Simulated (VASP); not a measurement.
Input of a VASP 6.6.1 run:

INCAR

```
SYSTEM = Pd
  ALGO = Normal
  EDIFF = 1E-6
  EDIFFG = -0.01
  ENCUT = 600
  IBRION = 2
  ISIF = 3
  ISMEAR = 1
  LASPH = .TRUE.
  LCHARG = .FALSE.
  LREAL = .FALSE.
  LWAVE = .FALSE.
  NELM = 80
  NSW = 90
  PREC = Accurate
  SIGMA = 0.1
```

Contents of KPOINTS:

```
k-points
0
G
  16 16 16
  0 0 0
```

The input POSCAR:

```
Pd
1.0
    0.0000000000      1.9465000000      1.9465000000
    1.9465000000      0.0000000000      1.9465000000
    1.9465000000      1.9465000000      0.0000000000
Pd
1
Direct
    0.0000000000      0.0000000000      0.0000000000
```

Potentials or basis: VASP PAW LDA potentials, release 64 (Pd).

Command:

```bash
$ cat potpaw_LDA.64/Pd/POTCAR > POTCAR
$ mpirun -np 1 vasp_std > vasp.out
```

Q: What does it give for the space group after relaxing (to 0.05 Å)?

A: Fm-3m (No. 225).

Q: Estimate the relaxed cell.

A: a = 2.716 Å, b = 2.716 Å, c = 2.716 Å, α = 60.00°, β = 60.00°, γ = 60.00°.

Q: What does it give for the band gap on the k mesh?

A: None (metal or under the smearing width).

Final structure:
```xyz
1
Lattice="0.0000 1.9206 1.9206 1.9206 0.0000 1.9206 1.9206 1.9206 0.0000" Properties=species:S:1:pos:R:3 pbc="T T T"
Pd    1.9206    3.8413    1.9206
```

LDA usually gives volumes a few per cent too small. Zero-point motion and thermal expansion aren't in these numbers.
